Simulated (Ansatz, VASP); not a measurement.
**Re (Rhenium): VASP beside Ansatz**

One calculation is typed for both programs; each brings its own data sets. How far apart do they land? The cell is taken from a series of runs on this material, whose earlier steps may have relaxed, scaled, displaced or heated it; both programs get it as it stands.

Program: Ansatz 0.2.0. Level of theory: plane waves, with VASP 6.6.1 beside it; relaxation of cell and atoms at LDA. Results are calculated unless marked as measured.

### Step 1. Set-up

Symmetry: P6_3/mmc, No. 194, hexagonal system. The conventional cell has a = 2.738 Å, b = 2.738 Å, c = 4.415 Å, α = 90.00°, β = 90.00°, γ = 120.00°. Re has 12 Re at 2.72 to 2.74 Å nearest.

### Step 2. Ansatz: relaxation of cell and atoms, LDA

Ansatz runs on its PAW soft_1 files.

The relaxed volume is the usual yardstick between codes: in a stiff, nearly cubic crystal its relative difference is about their pressure difference at one cell divided by the bulk modulus.

input.yaml reads:

```yaml
crystal:
  lattice:
    - [2.7376836941, 0.0, 0.0]
    - [-1.3688418471, 2.3709036266, 0.0]
    - [0.0, 0.0, 4.4150141886]
  atoms:
    - { symbol: Re, position: [0.3333333333, 0.6666666667, 0.25] }
    - { symbol: Re, position: [0.6666666667, 0.3333333333, 0.75] }
kpoints:
  mp_grid: { grid: [18, 18, 10] }
hamiltonian:
  xc: lda
  pseudopotentials: { kind: paw, azcp: { folder: soft_1 }, xc_functional: pbe }
scf:
  occupations: { method: gaussian, width: 0.1 }
output:
  forces: true
  stress: true
  eigenvalues: true
  write_density: true
  write_potential: true
  elf: true
  volumetric_format: npy
relax:
  adjacent_minimum: "off"
  f_tol: 0.005
  max_steps: 80
  cell: { stress_tol: 0.05 }
```

Run with:

```bash
> ansatz run input.yaml --threads 4 --pin off --max-ram 10240MiB --backend cpu --events-out ev --progress --plain --runs-dir out
```

Numbers of over 12 decimals in the logs are rounded to 6 here.

Output:

```text
Engine: ansatz 0.2.0, x86_64-unknown-linux-gnu
Pseudopotentials: kind: paw
Pseudopotential: Re, paw, valence charge 15, recommended cutoff 420 eV (normal), soft_1/Re.paw.azcp
Functional definition: SPW92
  exchange = slater_x
  correlation = pw_c
Crystal: 2 atoms, lattice volume = 28.657 Å³
Basis set: ecut = 420 eV, 573 PW (Γ)
Bands: 19, of which v1, the nominal top of the filled ones, is band 15 counted from 1 (14 counted from 0)
Symmetry: 24 space group operations
Space group: P63/mmc (ITA 194), of the structure as read, at distance tolerance 3.1e-5 Å
k-points: 222 of 3240
Non-local potential: Re, projectors of the file, l = 0: 3, l = 1: 2, l = 2: 2, l = 3: 1
PAW form: soft (Blöchl's): semilocal exchange-correlation on the pseudo side does not see the compensation charge
PAW frozen core: Re, regenerated for the run's functional, and the local potential with it (the file was generated under x = pbe(κ = 0.804, μ = 0.219515), c = pbe(β = 0.066725))
PAW one-centre angular grid: Re, 590 points (default); XC on 64 Gauss nodes
Initial density: superposition of atomic densities (chi_scale 0.1, normalization cell)
Initial wavefunctions: pseudopotential atomic-orbital guess
Functional: x = slater, c = lda
SCF iter   1: F=—  HF=-21217.541743 eV  |F-HF|=—  |Δ(HF+E_count)|=         —  Δρ=5.91e-2  dr2=9.00e-1  ethr=3.10e-3  ⟨swp⟩=4.6  Hψ=16954  notcnv=0
preconditioner: auto → none  [metal: Δε(μ)=0.015 eV  Ē_g=6.554 eV  σ=0.100 eV  W_gap=0.08  n_scr=8 (ndim 8)  ℏωp=26.0 eV  f_vac=0.000  D(μ)=1.40/eV (n_scr^D=10)  sad-step TF]
SCF iter   2: F=—  HF=-21217.280021 eV  |F-HF|=—  |Δ(HF+E_count)|=   2.62e-1  Δρ=3.40e-2  dr2=2.87e-1  ethr=3.00e-3  ⟨swp⟩=2.0  Hψ=6810  notcnv=0  defer=15
SCF iter   3: F=—  HF=-21217.163533 eV  |F-HF|=—  |Δ(HF+E_count)|=   1.16e-1  Δρ=1.46e-3  dr2=2.00e-4  ethr=9.56e-4  ⟨swp⟩=3.0  Hψ=8038  notcnv=0  defer=15
SCF iter   4: F=—  HF=-21217.163762 eV  |F-HF|=—  |Δ(HF+E_count)|=   2.29e-4  Δρ=1.91e-4  dr2=9.88e-6  ethr=6.66e-7  ⟨swp⟩=2.1  Hψ=6208  notcnv=0  defer=15
SCF iter   5: F=—  HF=-21217.163759 eV  |F-HF|=—  |Δ(HF+E_count)|=   3.18e-6  Δρ=3.20e-5  dr2=1.88e-7  ethr=3.29e-8  ⟨swp⟩=2.0  Hψ=5720  notcnv=0  defer=15
SCF iter   6: F=-21217.163759 eV  HF=-21217.163759 eV  |F-HF|=3.23e-9  |Δ(HF+E_count)|=   1.14e-8  Δρ=6.97e-6  dr2=9.09e-9  ethr=3.33e-10  ⟨swp⟩=8.1  Hψ=25161  notcnv=0
SCF 1 converged in 6 iterations: F = -21217.163759 eV  dr2 = 9.09e-9
  greatest PAW one-centre occupation: 0.999 electrons in one spin orbital (limit 2), on the Re atom at site 1 (counted from 0), in its partial waves of l = 0
relax step   1: F+E_penalty+E_count = -21217.16375916 eV  Δ(F+E_penalty+E_count) = +0.000e0 eV  max|allowed force component| = 5.089e-17 eV/Å  Δτ_max = 0.0000 Å  P = +0.132 GPa  Ω = 28.657 Å³  (6 SCF iters, dr2 threshold 1.00e-7 eV, accepted)
[...]
relax step   2: F+E_penalty+E_count = -21217.16373125 eV  Δ(F+E_penalty+E_count) = +2.791e-5 eV  max|allowed force component| = 7.633e-17 eV/Å  Δτ_max = 0.0000 Å  P = -0.289 GPa  Ω = 28.687 Å³  energy of the carried Pulay correction = -1.320e-5 eV  (6 SCF iters, dr2 threshold 1.83e-7 eV, rejected (line search))
[...]
relax step   3: F+E_penalty+E_count = -21217.16376442 eV  Δ(F+E_penalty+E_count) = -5.256e-6 eV  max|allowed force component| = 5.782e-17 eV/Å  Δτ_max = 0.0000 Å  P = -0.001 GPa  Ω = 28.666 Å³  energy of the carried Pulay correction = -4.127e-6 eV  (8 SCF iters, accepted)
[...]
relax step   4: F+E_penalty+E_count = -21217.16376791 eV  Δ(F+E_penalty+E_count) = -3.496e-6 eV  max|allowed force component| = 5.551e-17 eV/Å  Δτ_max = 0.0000 Å  P = -0.001 GPa  Ω = 28.666 Å³  stress off target by 1.20e-3 GPa  SCF on the basis re-selected at this cell (its energy is not comparable with the rows above)  (7 SCF iters)
basis re-selected at this cell: Δ(F+E_penalty+E_count) = -3.496e-6 eV, ΔP = +0.000 GPa vs the last step (what re-selecting the basis moved, of the pressure what is left beyond the Pulay correction that the steps carried, after the strain that the cell walked since its last selection, with what the two solves' SCF thresholds leave and, on support functions, any second-order correction that the steps lacked; it is no m [...]
SCF converged after 7 iterations
Free energy (F): -21217.163768 eV
Harris-Foulkes:  -21217.163768 eV  (|F-HF|=3.64e-12)
Internal energy: -21217.155680 eV  (E = F + TS)
E sigma→0 (E₀):  -21217.159724 eV
Entropy (-TS):   -0.008088 eV (-4.044 meV/atom)
Fermi energy:    24.401482 eV
--- Per-component energies (eV) ---
  E_band       = -130.978442
  E_kinetic    = 1050.619032
  E_local      = -1514.012892  (includes V_loc(G=0)·N_el)
  E_nonlocal   = 172.016714
  E_hartree    = 528.708496
  E_xc         = -709.738251
  E_vxc        = -582.937446  (∫ρ·V_xc dr)
  E_paw        = -16893.276901  (= ΣΔE_a)
  E_vpaw       = -314.080940  (= ΣTr[D̂ρ^β])
  E_aug_tail   = 0.000099  (compensation charges beyond the density's cutoff)
  E_ewald      = -3852.110316
  E_core_change = 0.638340  (= ΣΔE_core)
  E_smearing   = -0.008088  (= −TS)
  E_closure    = 0.000000  (closes the sum)
  Σ components = -21217.163768   (vs F -21217.163768, Δ=0.00e0)
--- Forces (eV/Å), atoms counted from 1 ---
  atom   1  Re    -0.00000000     0.00000000     0.00000000
  atom   2  Re     0.00000000    -0.00000000     0.00000000
  max |Σ_I F_I| component: 1.85e-17 eV/Å
--- Stress (GPa, compression-positive) ---
       -0.001197       0.000000       0.000000
        0.000000      -0.001197       0.000000
        0.000000       0.000000      -0.000056
  P = ⅓ Tr σ = -0.0008 GPa (-0.008 kbar)
--- Band table (eV; the first three rows and the last of 222) ---
  k-point 0: bands = [... 11 lower, 22.7477, 22.7644, 23.6220, 23.6220, 24.5738, 24.5738, 25.2056, 27.8851]
  k-point 1: bands = [... 11 lower, 22.6835, 22.6900, 23.5420, 23.5420, 24.7533, 24.7533, 24.8419, 27.9030]
  k-point 2: bands = [... 11 lower, 22.5643, 22.5643, 23.3342, 23.3342, 23.9787, 25.2082, 25.2082, 27.9101]
  k-point 221: bands = [... 11 lower, 20.5913, 22.2566, 22.2566, 24.4564, 24.4564, 27.8740, 27.8740, 34.2980]
--- Relaxed structure (3 steps of the walk, 2 accepted, 1 SCFs on fresh bases) ---
  F+E_penalty+E_count = -21217.16376791 eV   max|allowed force component| = 5.551e-17 eV/Å   (the final SCF, on the basis selected at the relaxed cell)
  cell:  # Å, volume = 28.6662 Å³
    - [2.737575, 2.8866289422376677e-11, 0.0]
    - [-1.368787, 2.370809, 0.0]
    - [0.0, 0.0, 4.416803]
  atoms:
    - { symbol: Re, position: [0.333333, 0.666667, 0.250000] }
    - { symbol: Re, position: [0.666667, 0.333333, 0.75] }
```

### Step 3. VASP: relaxation of cell and atoms, LDA

The same cell, functional (in two slightly different forms), mesh and smearing now go to VASP, with its own data sets.

Lines of VASP's logs that name or quote its potential files are left out, and so is its time.

INCAR reads:

```
SYSTEM = Re
PREC = Accurate
ENCUT = 600
EDIFF = 1E-07
NELM = 120
ISMEAR = 0
SIGMA = 0.1
LREAL = .FALSE.
ALGO = Normal
GGA = CA
NBANDS = 13
LASPH = .TRUE.
LORBIT = 11
LWAVE = .FALSE.
LCHARG = .FALSE.
ISIF = 3
IBRION = 2
NSW = 80
EDIFFG = -0.005
GGA_COMPAT = .FALSE.
NELMIN = 4
KPAR = 2
```

POSCAR reads:

```
Re
1.0
    2.7376840000      0.0000000000      0.0000000000
   -1.3688420000      2.3709040000      0.0000000000
    0.0000000000      0.0000000000      4.4150140000
Re
2
Direct
    0.3333331927      0.6666663855      0.2500001132
    0.6666665964      0.3333331927      0.7500001132
```

KPOINTS reads:

```
Automatic mesh
0
Gamma
18 18 10
0 0 0
```

Potentials, in the order of the species: Re (LDA family, release 64).

Run with:

```bash
> mpirun -np 2 vasp_std
```

Output:

```text
[banner, memory and clock lines left out]
running    2 mpi-ranks, on    1 nodes
 distrk:  each k-point on    1 cores,    2 groups
 distr:  one band on    1 cores,    1 groups

 POSCAR found type information on POSCAR Re
 POSCAR found :  1 types and       2 ions
 LDA part: xc-table for (Slater(with rela. corr.)+CA(PZ))
 , standard interpolation
 POSCAR, INCAR and KPOINTS ok, starting setup
 FFT: planning ... GRIDC
 FFT: planning ... GRID_SOFT
 FFT: planning ... GRID
 WAVECAR not read
 entering main loop
       N       E                     dE             d eps       ncg     rms          rms(c)
DAV:   1     0.124299408309E+03    0.12430E+03   -0.64116E+03  6283   0.124E+03
DAV:   2    -0.198341557775E+02   -0.14413E+03   -0.12737E+03  9087   0.458E+02
DAV:   3    -0.287606260395E+02   -0.89265E+01   -0.77344E+01  9629   0.147E+02
DAV:   4    -0.289663472824E+02   -0.20572E+00   -0.19957E+00  9498   0.136E+01
DAV:   5    -0.289675263379E+02   -0.11791E-02   -0.11787E-02  9501   0.173E+00    0.447E+01
DAV:   6    -0.278931197714E+02    0.10744E+01   -0.90181E-01  9834   0.159E+01    0.193E+01
DAV:   7    -0.275437619495E+02    0.34936E+00   -0.60875E-01  9888   0.127E+01    0.409E-01
DAV:   8    -0.275340888605E+02    0.96731E-02   -0.52276E-03  9165   0.734E-01    0.149E-01
DAV:   9    -0.275329336075E+02    0.11553E-02   -0.45411E-04  8583   0.211E-01    0.457E-02
DAV:  10    -0.275329406462E+02   -0.70387E-05   -0.47675E-05  9370   0.613E-02    0.214E-02
DAV:  11    -0.275329398039E+02    0.84228E-06   -0.73389E-07  9262   0.118E-02    0.108E-03
DAV:  12    -0.275329397955E+02    0.83692E-08   -0.25301E-08  5251   0.189E-03
   1 F= -.27532940E+02 E0= -.27528864E+02  d E =-.275329E+02
 curvature:   0.00 expect dE= 0.000E+00 dE for cont linesearch  0.000E+00
 trial: gam= 0.00000 g(F)=  0.596E-44 g(S)=  0.702E-02 ort = 0.000E+00 (trialstep = 0.100E+01)
 search vector abs. value=  0.702E-02
 bond charge predicted
       N       E                     dE             d eps       ncg     rms          rms(c)
DAV:   1    -0.275355383488E+02   -0.25985E-02   -0.73288E-01  8678   0.182E+01    0.371E+00
DAV:   2    -0.275239468077E+02    0.11592E-01   -0.11920E-02  9083   0.215E+00    0.135E+00
DAV:   3    -0.275213310762E+02    0.26157E-02   -0.58068E-03  9344   0.145E+00    0.116E-01
DAV:   4    -0.275213829092E+02   -0.51833E-04   -0.98364E-05  9704   0.134E-01    0.475E-02
DAV:   5    -0.275213987742E+02   -0.15865E-04   -0.22180E-05 10195   0.774E-02    0.109E-02
DAV:   6    -0.275213994033E+02   -0.62917E-06   -0.45357E-07  8397   0.141E-02    0.428E-03
DAV:   7    -0.275213994694E+02   -0.66064E-07   -0.10427E-07  4939   0.613E-03
   2 F= -.27521399E+02 E0= -.27517143E+02  d E =0.115403E-01
 trial-energy change:    0.011540  1 .order    0.011401   -0.007023    0.029825
 step:   0.1871(harm=  0.1906)  dis= 0.00000  next Energy=   -27.533596 (dE=-0.656E-03)
 bond charge predicted
       N       E                     dE             d eps       ncg     rms          rms(c)
DAV:   1    -0.275429265734E+02   -0.21527E-01   -0.51635E-01  8628   0.162E+01    0.308E+00
DAV:   2    -0.275353018485E+02    0.76247E-02   -0.76832E-03  9063   0.174E+00    0.110E+00
DAV:   3    -0.275335459442E+02    0.17559E-02   -0.37336E-03  9329   0.118E+00    0.105E-01
DAV:   4    -0.275335781015E+02   -0.32157E-04   -0.74592E-05 10012   0.134E-01    0.488E-02
DAV:   5    -0.275335886151E+02   -0.10514E-04   -0.15055E-05 10187   0.662E-02    0.901E-03
DAV:   6    -0.275335888835E+02   -0.26847E-06   -0.22852E-07  6949   0.107E-02    0.339E-03
DAV:   7    -0.275335889050E+02   -0.21476E-07   -0.58765E-08  4014   0.480E-03
   3 F= -.27533589E+02 E0= -.27529478E+02  d E =-.649109E-03
 curvature:  -0.10 expect dE=-0.115E-06 dE for cont linesearch -0.111E-06
 trial: gam= 0.00000 g(F)=  0.470E-43 g(S)=  0.120E-05 ort =-0.903E-04 (trialstep = 0.837E+00)
 search vector abs. value=  0.120E-05
 reached required accuracy - stopping structural energy minimisation
```

Parts of OUTCAR (step 3):

```text
ion  position               nearest neighbor table
   1  0.333  0.667  0.250-   2 2.72   2 2.72   2 2.72   2 2.72   2 2.72   2 2.72
   2  0.667  0.333  0.750-   1 2.72   1 2.72   1 2.72   1 2.72   1 2.72   1 2.72

  LATTYP: Found a hexagonal cell.
 ALAT       =     2.7376840000
 C/A-ratio  =     1.6126821065

 Subroutine GETGRP returns: Found 24 space group operations
 (whereof 12 operations were pure point group operations)

The static configuration has the point symmetry D_3d.
 The point group associated with its full space group is D_6h.

 Found    222 irreducible k-points:

   k-points           NKPTS =    222   k-points in BZ     NKDIM =    222   number of bands    NBANDS=     13

   dimension x,y,z NGX =    24 NGY =   24 NGZ =   36
   dimension x,y,z NGXF=    48 NGYF=   48 NGZF=   72

   ENCUT  =  600.0 eV  44.10 Ry    6.64 a.u.   5.47  5.47  8.82*2*pi/ulx,y,z

   NELECT =      14.0000    total number of electrons

 k-points in reciprocal lattice and weights: Automatic mesh
   0.00000000  0.00000000  0.00000000       0.000
   0.05555556  0.00000000  0.00000000       0.002
   0.11111111  0.00000000  0.00000000       0.002
   0.16666667  0.00000000  0.00000000       0.002
   0.22222222  0.00000000  0.00000000       0.002
   0.27777778  0.00000000  0.00000000       0.002
   0.33333333  0.00000000  0.00000000       0.002
   0.38888889  0.00000000  0.00000000       0.002
   0.44444444  0.00000000  0.00000000       0.002
[...]
0.33333333  0.27777778  0.50000000       0.004
   0.33333333  0.33333333  0.50000000       0.001

 average (electrostatic) potential at core
       1 -39.0988       2 -39.0988

 E-fermi :   8.1221

 k-point     1 :       0.0000    0.0000    0.0000
  band No.  band energies     occupation
    ...
      3       6.4665      2.00000
      4       6.4665      2.00000
      5       6.4867      2.00000
      6       7.3373      2.00000
      7       7.3373      2.00000
      8       8.2813      0.02437
      9       8.2813      0.02437
     10       8.9404      0.00000
     11      11.5823      0.00000
     12      11.5823      0.00000
    ...

 k-point     2 :       0.0556    0.0000    0.0000
  band No.  band energies     occupation
    ...
      4       6.5862      2.00000
      5       6.8147      2.00000
      6       7.2432      2.00000
      7       7.4506      2.00000
      8       8.0538      1.66648
      9       8.1782      0.42746
     10       8.5410      0.00000
     11      11.6539      0.00000
     12      12.2152      0.00000
     13      18.4757      0.00000

 k-point     3 :       0.1111    0.0000    0.0000
  band No.  band energies     occupation
    ...
      5       6.9414      2.00000
      6       7.1600      2.00000
      7       7.2371      2.00000
      8       7.7859      2.00000
      9       7.9078      1.99756
     10       8.2116      0.20591
     11      11.8327      0.00000
     12      13.4692      0.00000
     13      18.4375      0.00000

  Total       -0.0045219     -0.0045219     -0.0029875      0.0000000     -0.0000000     -0.0000000
  in kB       -0.2517514     -0.2517515     -0.1663243      0.0000000     -0.0000000     -0.0000000
  external PRESSURE =      -0.2232757 kB  Pullay stress =       0.0000000 kB

  energy-cutoff  :      600.00
  volume of cell :       28.78
      direct lattice vectors                 reciprocal lattice vectors
     2.741508191 -0.000000000  0.000000000     0.364762726  0.210595848 -0.000000000
    -1.370754095  2.374215847  0.000000000     0.000000000  0.421191696 -0.000000000
     0.000000000  0.000000000  4.421305555     0.000000000  0.000000000  0.226177537

 POSITION                                       TOTAL-FORCE (eV/Angst)
 -----------------------------------------------------------------------------------
     -0.00000      1.58281      1.10533        -0.000000     -0.000000      0.000000
      1.37075      0.79140      3.31598         0.000000      0.000000      0.000000
 -----------------------------------------------------------------------------------
    total drift:                                0.000000      0.000027     -0.000012

  FREE ENERGIE OF THE ION-ELECTRON SYSTEM (eV)
  ---------------------------------------------------
  free  energy   TOTEN  =       -27.5335889050 eV

  energy  without entropy=      -27.5253663071  energy(sigma->0) =      -27.52947761

 reached required accuracy - stopping structural energy minimisation

 total charge
# of ion       s       p       d       tot
------------------------------------------
    1        0.636   0.685   4.937   6.258
    2        0.636   0.685   4.937   6.258
--------------------------------------------------
tot          1.271   1.371   9.874  12.516

[... 3 further parts left out ...]
```

CONTCAR:

```
Re
   1.00000000000000
     2.7415081908702299   -0.0000000000000000    0.0000000000000000
    -1.3707540954351149    2.3742158468970778    0.0000000000000000
     0.0000000000000000    0.0000000000000000    4.4213055546014948
  Re
     2
Direct
     0.3333331927000032    0.6666663855000010    0.2500001132000023
     0.6666665963999989    0.3333331927000032    0.7500001132000023
```

The data set Re keeps the semicore shell frozen, which is cheaper and a little less accurate.

### Step 4. Differences

Known differences besides the potentials themselves: the two LDA forms differ slightly; the data sets hold 30 valence electrons in Ansatz (on its PAW soft_1 files) and 14 in VASP; the cutoff is 420 eV in Ansatz and 600 eV in VASP; VASP's log shows a relativistic correction to its local exchange, Ansatz's none; Ansatz adds a Pulay correction to the stress that steers its cell, VASP none. Total energies have different zeros and are not compared.

Compared:

```
                                         quantity  Ansatz   VASP  difference
                                      volume (Å³)   28.67  28.78     -0.39 %
edge a after relaxation, in the typed setting (Å)   2.738  2.741     -0.14 %
edge c after relaxation, in the typed setting (Å)   4.417  4.421     -0.10 %
```

### Step 5. Summary of results

- difference in volume (relaxation of cell and atoms, LDA): -0.39 %

**Reading.** The difference in volume is -0.39 % (relaxation of cell and atoms, LDA), within the 1.2 % picked in this series as the mark of a large difference, as far as the stopping tolerances let one tell. The data sets hold unlike numbers of valence electrons (30 in Ansatz and 14 in VASP), so part of the differences comes from the potentials. Such differences can come from data sets, numerical settings and the points named under the comparisons, not from the functional's error against experiment.

[Lines on the potential files, build, host, timing and source positions are cut from VASP's logs without a mark.]

[Logs are printed without paths, hosts, clocks, repeated set-up lines and the standing remarks that a program may print on its own settings, such as how far it seeks lower states.]

[Hosts, paths, dates, database ids (printed as entryN), source tags and the programs' standing remarks are cut or masked in the printed files.]
